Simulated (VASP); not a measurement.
# Na: surface energy and work function by face, part 3 of 4

Which face of Na is cheapest, and which holds its electrons hardest?

VASP 6.6.1; PBE; plane waves and PAW (Na).

So far. Step 4 (Relaxing the slab, 7 atoms, face Na(110)): The start already met the threshold, so nothing moved, which says little where the restoring forces are soft. Step 5 (Potential and states of the slab, 7 atoms, face Na(110)): The vacuum level lies 2.80 eV above the Fermi level at the upper face; both faces agree, as the slab has next to no dipole.

## (6) Relaxing the slab, 9 atoms, face Na(100)

System of this step: Na(100). The cell holds 9 atoms: 9 Na. Its edges and angles: a = 4.200 Å, b = 4.200 Å, c = 31.799 Å, α = 90.0°, β = 90.0°, γ = 90.0°. It derives from Na. 9 layers of bcc Na, cut at this functional's lattice. Vacuum lies along c.

The input, INCAR:

```
SYSTEM = Na
PREC = Normal
ENCUT = 320
EDIFF = 1E-05
NELM = 120
ISMEAR = 1
SIGMA = 0.15
LREAL = .FALSE.
ALGO = Fast
GGA = PE
NBANDS = 13
LORBIT = 11
LWAVE = .FALSE.
LCHARG = .FALSE.
KPAR = 4
LASPH = .TRUE.
IBRION = 2
NSW = 40
ISIF = 2
EDIFFG = -0.03
POTIM = 0.4
MAXMIX = 40
```

The input, POSCAR:

```
Na
1.0
    4.1997208826      0.0000000000      0.0000000000
    0.0000000000      4.1997208826      0.0000000000
    0.0000000000      0.0000000000     31.7988835304
Na
9
Direct
    0.0000000000      0.0000000000      0.2358573400
    0.5000000000      0.5000000000      0.3018930000
    0.0000000000      0.0000000000      0.3679286700
    0.5000000000      0.5000000000      0.4339643300
    0.0000000000      0.0000000000      0.5000000000
    0.5000000000      0.5000000000      0.5660356700
    0.0000000000      0.0000000000      0.6320713300
    0.5000000000      0.5000000000      0.6981070000
    0.0000000000      0.0000000000      0.7641426600
```

The input, KPOINTS:

```
Automatic mesh
0
Gamma
7 7 1
0 0 0
```

The projector-augmented-wave data sets are Na (PBE family, release 64).

Command:

```console
mpirun -np 4 vasp_std
```

The log of the run:

```text
[banner, memory and clock lines left out]
running    4 mpi-ranks, on    1 nodes
 distrk:  each k-point on    1 cores,    4 groups
 distr:  one band on    1 cores,    1 groups

 POSCAR found type information on POSCAR Na
 POSCAR found :  1 types and       9 ions
 LDA part: xc-table for (Slater+PW92), standard interpolation
 POSCAR, INCAR and KPOINTS ok, starting setup
 FFT: planning ... GRIDC
 FFT: planning ... GRID_SOFT
 FFT: planning ... GRID
 WAVECAR not read
 entering main loop
       N       E                     dE             d eps       ncg     rms          rms(c)
DAV:   1    -0.124064329459E+01   -0.12406E+01   -0.13318E+03   260   0.248E+02
DAV:   2    -0.111063617135E+02   -0.98657E+01   -0.94241E+01   320   0.387E+01
DAV:   3    -0.116054104577E+02   -0.49905E+00   -0.48607E+00   374   0.886E+00
DAV:   4    -0.116234761534E+02   -0.18066E-01   -0.18052E-01   370   0.181E+00
DAV:   5    -0.116247225755E+02   -0.12464E-02   -0.12464E-02   401   0.459E-01    0.101E+00
RMM:   6    -0.115312858171E+02    0.93437E-01   -0.12007E-01   260   0.555E-01    0.984E-01
RMM:   7    -0.113059882469E+02    0.22530E+00   -0.22058E-02   262   0.322E-01    0.454E-01
RMM:   8    -0.112687115414E+02    0.37277E-01   -0.42835E-02   260   0.424E-01    0.188E-01
RMM:   9    -0.112689116795E+02   -0.20014E-03   -0.80598E-03   260   0.298E-01    0.843E-02
RMM:  10    -0.112666714069E+02    0.22403E-02   -0.38065E-03   260   0.192E-01    0.433E-02
RMM:  11    -0.112677007125E+02   -0.10293E-02   -0.21846E-03   260   0.145E-01    0.275E-02
RMM:  12    -0.112675870670E+02    0.11365E-03   -0.42757E-04   267   0.774E-02    0.144E-02
RMM:  13    -0.112675368652E+02    0.50202E-04   -0.38478E-04   256   0.579E-02    0.106E-02
RMM:  14    -0.112675433469E+02   -0.64817E-05   -0.78197E-05   266   0.353E-02
   1 F= -.11267543E+02 E0= -.11269296E+02  d E =-.112675E+02
 curvature:   0.00 expect dE= 0.000E+00 dE for cont linesearch  0.000E+00
 trial: gam= 0.00000 g(F)=  0.343E-04 g(S)=  0.000E+00 ort = 0.000E+00 (trialstep = 0.100E+01)
 search vector abs. value=  0.343E-04
 reached required accuracy - stopping structural energy minimisation
```

It took 9.4 s on 4 MPI ranks of Intel Xeon Platinum 8259CL at 2.50GHz (Skylake/Cascade Lake), shared host; peak memory 0.77 GiB; 34 s of CPU time.

OUTCAR, selected parts (step 6):

```text
   k-points           NKPTS =     10   k-points in BZ     NKDIM =     10   number of bands    NBANDS=     13

   ENCUT  =  320.0 eV  23.52 Ry    4.85 a.u.   6.13  6.13 46.38*2*pi/ulx,y,z

   NELECT =       9.0000    total number of electrons

 E-fermi :  -0.7400

 k-point     1 :       0.0000    0.0000    0.0000
  band No.  band energies     occupation
    ...
      2      -3.6382      2.00000
      3      -3.2018      2.00000
      4      -2.6151      2.00000
      5      -1.9069      2.00000
      6      -1.1040      2.00319
      7      -0.2739     -0.00010
      8       0.5500     -0.00000
      9       1.2251     -0.00000
     10       1.9449     -0.00000
     11       2.0289     -0.00000
    ...

  Total       -0.7184833     -0.7184833     -0.0158067      0.0000000      0.0000000      0.0000000
  in kB       -2.0524593     -2.0524593     -0.0451544      0.0000000      0.0000000      0.0000000
  external PRESSURE =      -1.3833576 kB  Pullay stress =       0.0000000 kB

 POSITION                                       TOTAL-FORCE (eV/Angst)
 -----------------------------------------------------------------------------------
      0.00000      0.00000      7.50000         0.000000      0.000000     -0.008617
      2.09986      2.09986      9.59986         0.000000      0.000000     -0.002417
      0.00000      0.00000     11.69972         0.000000     -0.000000      0.019057
      2.09986      2.09986     13.79958         0.000000      0.000000      0.000919
      0.00000      0.00000     15.89944         0.000000      0.000000      0.000000
      2.09986      2.09986     17.99930         0.000000     -0.000000     -0.000919
      0.00000      0.00000     20.09916        -0.000000      0.000000     -0.019057
      2.09986      2.09986     22.19902         0.000000      0.000000      0.002417
      0.00000      0.00000     24.29888        -0.000000     -0.000000      0.008617
 -----------------------------------------------------------------------------------
    total drift:                                0.000000     -0.000000     -0.000000

  FREE ENERGIE OF THE ION-ELECTRON SYSTEM (eV)
  ---------------------------------------------------
  free  energy   TOTEN  =       -11.2675433469 eV

  energy  without entropy=      -11.2728019409  energy(sigma->0) =      -11.26929621

[... 1 part as in an earlier step ...]

[... 15 further parts left out ...]
```

The run keeps the 16 symmetry operations of its start, so it cannot find a distortion of lower symmetry.

No atom moved by 0.005 Å in the relaxation.

This step gave:

- electronic cycles: 14
- electrons: 9
- free energy (TOTEN): -11.27 eV
- energy at zero smearing: -11.27 eV
- Fermi energy: -0.74 eV

The start already met the threshold, so nothing moved, which says little where the restoring forces are soft.

## (7) Vacuum level and density of states, 9 atoms, face Na(100)

The input, INCAR:

```
SYSTEM = Na
PREC = Normal
ENCUT = 320
EDIFF = 1E-06
NELM = 120
ISMEAR = 1
SIGMA = 0.15
LREAL = .FALSE.
ALGO = Fast
GGA = PE
NBANDS = 13
LORBIT = 11
LWAVE = .FALSE.
LCHARG = .TRUE.
KPAR = 4
LASPH = .TRUE.
IDIPOL = 3
LDIPOL = .TRUE.
DIPOL = 0.5 0.5 0.5
LVHAR = .TRUE.
LVACPOTAV = .TRUE.
NEDOS = 1500
```

POSCAR is that of step 6.

KPOINTS is that of step 6.

Command:

```console
mpirun -np 4 vasp_std
```

The log of the run:

```text
[... set-up lines as in an earlier step ...]
 entering main loop
       N       E                     dE             d eps       ncg     rms          rms(c)
DAV:   1    -0.124064329458E+01   -0.12406E+01   -0.13318E+03   260   0.248E+02
DAV:   2    -0.111063617137E+02   -0.98657E+01   -0.94241E+01   320   0.387E+01
DAV:   3    -0.116054104576E+02   -0.49905E+00   -0.48607E+00   374   0.886E+00
[... 1 cycle as in an earlier step ...]
DAV:   5    -0.116247225756E+02   -0.12464E-02   -0.12464E-02   401   0.459E-01    0.101E+00
RMM:   6    -0.115312858170E+02    0.93437E-01   -0.12007E-01   321   0.555E-01    0.984E-01
RMM:   7    -0.113057776179E+02    0.22551E+00   -0.40422E-02   285   0.371E-01    0.454E-01
RMM:   8    -0.112684891256E+02    0.37288E-01   -0.40134E-02   289   0.418E-01    0.187E-01
RMM:   9    -0.112690266220E+02   -0.53750E-03   -0.87784E-03   297   0.299E-01    0.843E-02
RMM:  10    -0.112667044902E+02    0.23221E-02   -0.38664E-03   299   0.191E-01    0.435E-02
RMM:  11    -0.112677413770E+02   -0.10369E-02   -0.22689E-03   305   0.143E-01    0.293E-02
RMM:  12    -0.112675893606E+02    0.15202E-03   -0.44433E-04   316   0.774E-02    0.159E-02
RMM:  13    -0.112675574706E+02    0.31890E-04   -0.42927E-04   309   0.584E-02    0.109E-02
RMM:  14    -0.112675531477E+02    0.43229E-05   -0.80061E-05   351   0.358E-02    0.673E-03
RMM:  15    -0.112676323397E+02   -0.79192E-04   -0.40497E-05   305   0.213E-02    0.317E-03
RMM:  16    -0.112676575107E+02   -0.25171E-04   -0.13054E-05   328   0.158E-02    0.218E-03
RMM:  17    -0.112677151107E+02   -0.57600E-04   -0.78176E-06   320   0.103E-02    0.868E-04
RMM:  18    -0.112677233525E+02   -0.82418E-05   -0.19234E-06   266   0.641E-03    0.473E-04
RMM:  19    -0.112677287279E+02   -0.53754E-05   -0.76841E-07   253   0.420E-03    0.357E-04
RMM:  20    -0.112677290589E+02   -0.33098E-06   -0.35494E-07   219   0.295E-03
 [... a notice as in an earlier step ...]

   1 F= -.11267729E+02 E0= -.11269488E+02  d E =0.527678E-02
```

Run time: 15 s. Hardware: 4 MPI ranks; peak memory 0.81 GiB; 54 s of CPU time.

From OUTCAR (step 7):

```text
   NELECT =       9.0000    total number of electrons

 E-fermi :  -0.7367

 k-point     1 :       0.0000    0.0000    0.0000
  band No.  band energies     occupation
    ...
      2      -3.6346      2.00000
      3      -3.1995      2.00000
      4      -2.6116      2.00000
      5      -1.9034      2.00000
      6      -1.1009      2.00318
      7      -0.2712     -0.00010
      8       0.5521     -0.00000
      9       1.2710     -0.00000
     10       2.0464     -0.00000
     11       2.0949     -0.00000
    ...

  Total       -0.7180028     -0.7180028     -0.0151040      0.0000000      0.0000000      0.0000000
  in kB       -2.0510867     -2.0510867     -0.0431471      0.0000000      0.0000000      0.0000000
  external PRESSURE =      -1.3817735 kB  Pullay stress =       0.0000000 kB

 POSITION                                       TOTAL-FORCE (eV/Angst)
 -----------------------------------------------------------------------------------
      0.00000      0.00000      7.50000        -0.000000     -0.000000     -0.008487
      2.09986      2.09986      9.59986        -0.000000      0.000000     -0.002383
      0.00000      0.00000     11.69972        -0.000000     -0.000000      0.019295
      2.09986      2.09986     13.79958         0.000000     -0.000000      0.001855
      0.00000      0.00000     15.89944        -0.000000     -0.000000      0.000000
      2.09986      2.09986     17.99930        -0.000000      0.000000     -0.001855
      0.00000      0.00000     20.09916        -0.000000     -0.000000     -0.019295
      2.09986      2.09986     22.19902         0.000000      0.000000      0.002383
      0.00000      0.00000     24.29888        -0.000000     -0.000000      0.008487
 -----------------------------------------------------------------------------------
    total drift:                                0.000000     -0.000000     -0.000000

  FREE ENERGIE OF THE ION-ELECTRON SYSTEM (eV)
  ---------------------------------------------------
  free  energy   TOTEN  =       -11.2677290589 eV

  energy  without entropy=      -11.2730058391  energy(sigma->0) =      -11.26948799

 vacuum level on the upper side and lower side of the slab         1.984         1.984

[... 10 parts as in an earlier step ...]

[... 8 further parts left out ...]
```

This step gave:

- electronic cycles: 20
- Fermi energy: -0.7367 eV
- vacuum levels: 1.984, 1.984 eV
- work functions of the upper and lower face: 2.721, 2.721 eV

The planar average of the electrostatic potential oscillates, so the rows of the table below give means over windows of 2.16 Å about each position, cut where the curve ends. Its maxima inside the range that stand out by 2 % of the span (Å: eV): 8.5: 0.903, 10.7: 0.861, 12.7: 0.931, 14.9: 0.937, 16.9: 0.937, 19.1: 0.931, 21.1: 0.861, 23.3: 0.903. Its minima: 7.5: -2.24, 9.7: -2.09, 11.7: -2.10, 13.9: -2.03, 15.9: -2.08, 17.9: -2.03, 20.1: -2.10, 22.1: -2.09, 24.3: -2.24.

Zero at the Fermi level. Table of planar average of the electrostatic potential by height; means over each step:

| height (Å) | planar average of the electrostatic potential (eV) |
| --- | --- |
| 1.08 | 2.72 |
| 3.24 | 2.71 |
| 5.40 | 2.35 |
| 7.56 | -0.511 |
| 9.72 | -0.517 |
| 11.88 | -0.506 |
| 14.04 | -0.472 |
| 16.20 | -0.489 |
| 18.36 | -0.485 |
| 20.52 | -0.547 |
| 22.68 | -0.543 |
| 24.84 | -0.128 |
| 27.00 | 2.58 |
| 29.16 | 2.72 |
| 31.32 | 2.72 |

Density of states in the PAW spheres, an atom over height of the layer and energy from the Fermi level.

Values in states/eV, 22 rows by 9 columns, each cell a mean:
```
0.092 0.077 0.073 0.075 0.079 0.075 0.073 0.077 0.092
0.048 0.059 0.060 0.054 0.042 0.054 0.060 0.059 0.048
0.064 0.039 0.052 0.052 0.054 0.052 0.052 0.039 0.064
0.050 0.048 0.043 0.043 0.058 0.043 0.043 0.048 0.050
0.047 0.046 0.050 0.043 0.032 0.043 0.050 0.046 0.047
0.041 0.047 0.041 0.052 0.052 0.052 0.041 0.047 0.041
0.024 0.035 0.028 0.024 0.022 0.024 0.028 0.035 0.024
0.019 0.035 0.033 0.034 0.039 0.034 0.033 0.035 0.019
0.009 0.021 0.025 0.019 0.016 0.019 0.025 0.021 0.009
0.002 0.005 0.008 0.009 0.010 0.009 0.008 0.005 0.002
0.000 0.000 0.000 0.000 0.000 0.000 0.000 0.000 0.000
0.000 0.000 0.000 0.000 0.000 0.000 0.000 0.000 0.000
0.000 0.000 0.000 0.000 0.000 0.000 0.000 0.000 0.000
0.000 0.000 0.000 0.000 0.000 0.000 0.000 0.000 0.000
0.000 0.000 0.000 0.000 0.000 0.000 0.000 0.000 0.000
0.000 0.000 0.000 0.000 0.000 0.000 0.000 0.000 0.000
0.000 0.000 0.000 0.000 0.000 0.000 0.000 0.000 0.000
0.000 0.000 0.000 0.000 0.000 0.000 0.000 0.000 0.000
0.000 0.000 0.000 0.000 0.000 0.000 0.000 0.000 0.000
0.000 0.000 0.000 0.000 0.000 0.000 0.000 0.000 0.000
0.000 0.000 0.000 0.000 0.000 0.000 0.000 0.000 0.000
0.000 0.000 0.000 0.000 0.000 0.000 0.000 0.000 0.000
```
Columns: height of the layer (Å) from 7.5 to 24.3; rows upwards: energy from the Fermi level (eV) from -7.9 to 0.5.

Valence density in the ca plane at fractional y = 0.000, with atoms of Na within 0.2 Å of it. It is the smooth field of the valence electrons, not physical close to the nuclei.

Values in units of 1e-2 e/Å³, 6 rows by 16 columns, each cell a mean:
```
2.9 2.7 1.3 1.8 2.9 2.8 1.5 1.5 2.8 3.0 1.9 1.0 1.1 0.3 0.1 0.0
3.0 2.9 2.5 2.7 3.0 2.9 2.6 2.5 2.9 3.1 2.9 2.0 1.1 0.3 0.1 0.0
2.9 3.0 2.9 2.9 2.9 2.9 2.9 2.9 2.9 3.0 3.0 2.2 1.0 0.3 0.1 0.0
2.9 3.0 2.9 2.9 3.0 2.9 2.9 2.9 2.9 3.0 3.0 2.2 1.0 0.3 0.1 0.0
2.9 2.9 2.1 2.5 3.0 2.9 2.3 2.2 2.9 3.1 2.6 1.7 1.1 0.3 0.1 0.0
2.9 2.6 1.2 1.6 2.9 2.8 1.3 1.3 2.8 3.0 1.7 0.9 1.0 0.3 0.1 0.0
```
Columns run along c (16.0 Å, from fractional 0.42 to 0.92 of the cell), rows up along a (4.2 Å). Atoms in or near the plane, at fractional coordinates: Na at (0.50, 0.00), Na at (0.63, 0.00), Na at (0.76, 0.00).

The map of layer states is cut here 0.5 eV above the Fermi level, so it leaves out the states above that.

The vacuum level lies 2.72 eV above the Fermi level at the upper face; both faces agree, as the slab has next to no dipole.

The program found no field-free point at its default tolerance, but its printed level agrees with the flat part of the planar average.

On this mesh the fine structure of the density of states is sampling noise, and high empty states may be cut by the number of bands.

## (8) Relaxing the slab, 11 atoms, face Na(111)

System of this step: Na(111). The cell holds 11 atoms: 11 Na. Cell: a = 5.939 Å, b = 5.939 Å, c = 27.124 Å, α = 90.0°, β = 90.0°, γ = 60.0°. It derives from Na. 11 layers of bcc Na, cut at this functional's lattice. Vacuum lies along c.

The input, INCAR:

```
SYSTEM = Na
PREC = Normal
ENCUT = 320
EDIFF = 1E-05
NELM = 120
ISMEAR = 1
SIGMA = 0.15
LREAL = .FALSE.
ALGO = Fast
GGA = PE
NBANDS = 16
LORBIT = 11
LWAVE = .FALSE.
LCHARG = .FALSE.
KPAR = 4
LASPH = .TRUE.
IBRION = 2
NSW = 40
ISIF = 2
EDIFFG = -0.03
POTIM = 0.4
MAXMIX = 40
```

The input, POSCAR:

```
Na
1.0
    5.9393022304      0.0000000000      0.0000000000
    2.9696511152      5.1435866122      0.0000000000
    0.0000000000      0.0000000000     27.1235499105
Na
11
Direct
    0.6666666700      0.6666666700      0.2765124800
    0.0000000000      0.0000000000      0.3212099800
    0.3333333300      0.3333333300      0.3659074900
    0.6666666700      0.6666666700      0.4106049900
    0.0000000000      0.0000000000      0.4553025000
    0.3333333300      0.3333333300      0.5000000000
    0.6666666700      0.6666666700      0.5446975000
    0.0000000000      0.0000000000      0.5893950100
    0.3333333300      0.3333333300      0.6340925100
    0.6666666700      0.6666666700      0.6787900200
    0.0000000000      0.0000000000      0.7234875200
```

The input, KPOINTS:

```
Automatic mesh
0
Gamma
6 6 1
0 0 0
```

Command:

```console
mpirun -np 4 vasp_std
```

The log of the run:

```text
[banner, memory and clock lines left out]
running    4 mpi-ranks, on    1 nodes
[...]
LDA part: xc-table for (Slater+PW92), standard interpolation
 POSCAR, INCAR and KPOINTS ok, starting setup
[...]
entering main loop
       N       E                     dE             d eps       ncg     rms          rms(c)
DAV:   1    -0.155980285079E+01   -0.15598E+01   -0.14845E+03   224   0.243E+02
DAV:   2    -0.133180359362E+02   -0.11758E+02   -0.10695E+02   296   0.379E+01
DAV:   3    -0.139749182686E+02   -0.65688E+00   -0.65106E+00   320   0.925E+00
DAV:   4    -0.140056767086E+02   -0.30758E-01   -0.30750E-01   360   0.215E+00
[...]
RMM:  17    -0.133672071911E+02   -0.42534E-04   -0.70914E-06   174   0.118E-02    0.572E-04
RMM:  18    -0.133672211272E+02   -0.13936E-04   -0.33901E-06   161   0.824E-03    0.257E-04
RMM:  19    -0.133672225605E+02   -0.14334E-05   -0.13807E-06   152   0.602E-03
   1 F= -.13367223E+02 E0= -.13371340E+02  d E =-.133672E+02
[... from here on, the cycles between the ionic steps are left out ...]
   2 F= -.13368429E+02 E0= -.13372570E+02  d E =-.120632E-02
   3 F= -.13371894E+02 E0= -.13376101E+02  d E =-.467193E-02
   4 F= -.13378109E+02 E0= -.13382412E+02  d E =-.108864E-01
   5 F= -.13387536E+02 E0= -.13391924E+02  d E =-.203133E-01
   6 F= -.13393355E+02 E0= -.13397633E+02  d E =-.261322E-01
   7 F= -.13393666E+02 E0= -.13397984E+02  d E =-.264430E-01
   8 F= -.13396436E+02 E0= -.13400742E+02  d E =-.277039E-02
   9 F= -.13400355E+02 E0= -.13404577E+02  d E =-.668967E-02
[...]
reached required accuracy - stopping structural energy minimisation
```

Wall time 67 s (4 MPI ranks); peak memory 1.3 GiB.

OUTCAR, selected parts (step 8):

```text
  Total       -0.2072837     -0.2072837     -0.4158264      0.0000000     -0.0000000     -0.0000000
  in kB       -0.4007999     -0.4007999     -0.8040343      0.0000000     -0.0000000     -0.0000000
  external PRESSURE =      -0.5352114 kB  Pullay stress =       0.0000000 kB

 POSITION                                       TOTAL-FORCE (eV/Angst)
 -----------------------------------------------------------------------------------
      5.93930      3.42906      7.67159         0.000000     -0.000000      0.005799
      0.00000      0.00000      8.85273         0.000000      0.000000      0.012108
      2.96965      1.71453      9.78874         0.000000      0.000000      0.015175
      5.93930      3.42906     11.15382        -0.000000     -0.000000      0.003495
      0.00000      0.00000     12.40019         0.000000     -0.000000     -0.003961
      2.96965      1.71453     13.56177        -0.000000     -0.000000      0.000000
      5.93930      3.42906     14.72336        -0.000000     -0.000000      0.003961
      0.00000      0.00000     15.96973         0.000000     -0.000000     -0.003495
      2.96965      1.71453     17.33481         0.000000      0.000000     -0.015175
      5.93930      3.42906     18.27082        -0.000000     -0.000000     -0.012108
      0.00000      0.00000     19.45196         0.000000      0.000000     -0.005799
 -----------------------------------------------------------------------------------
    total drift:                                0.000001      0.000000      0.000001

  FREE ENERGIE OF THE ION-ELECTRON SYSTEM (eV)
  ---------------------------------------------------
  free  energy   TOTEN  =       -13.4003552606 eV

  energy  without entropy=      -13.4130199996  energy(sigma->0) =      -13.40457684

[... 1 part as in an earlier step ...]

[... 3 further parts left out ...]
[key lines of the parts left out:]
E-fermi :  -0.8922
```

The run keeps the 12 symmetry operations of its start, so it cannot find a distortion of lower symmetry.

[end of part 3 of 4]

[Lines on the potential files, build, host, timing and source positions are cut from VASP's logs without a mark.]

[Logs are printed without paths, hosts, clocks, repeated set-up lines and the standing remarks that a program may print on its own settings, such as how far it seeks lower states.]

[Hosts, paths, dates, database ids (printed as entryN), source tags and the programs' standing remarks are cut or masked in the printed files.]

[Runs that stopped without an error message from VASP are left out.]
